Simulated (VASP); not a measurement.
Energy against volume of Al3Sc (L1_2). Level of theory: vdW-DF2, VASP's PBE PAW potentials (set 64) (plane waves; VASP 6.6.1). Run with 520 eV cut-off, 8×8×8 Γ-centred mesh, first-order Methfessel-Paxton smearing of 0.10 eV, potentials Sc_sv Al.

| V (Å³/atom) | E (eV/atom) |
|---|---|
| 16.635 | -2.52455 |
| 17.166 | -2.53821 |
| 17.697 | -2.54280 |
| 18.228 | -2.53980 |

Question: Fit these four points and predict the energy of the run at 18.759 Å³/atom.

Answer: A cubic in V^(−2/3), the third-order Birch-Murnaghan form, passes through the four points with V0 = 17.74 Å³/atom and B0 = 75 GPa, and gives -2.5305 eV/atom there. The run gave -2.5303 eV/atom, +0.1 meV/atom from the fit; all five points give B0 = 76 GPa.

The compound is Al3Sc in the L1_2 structure. It was relaxed first.
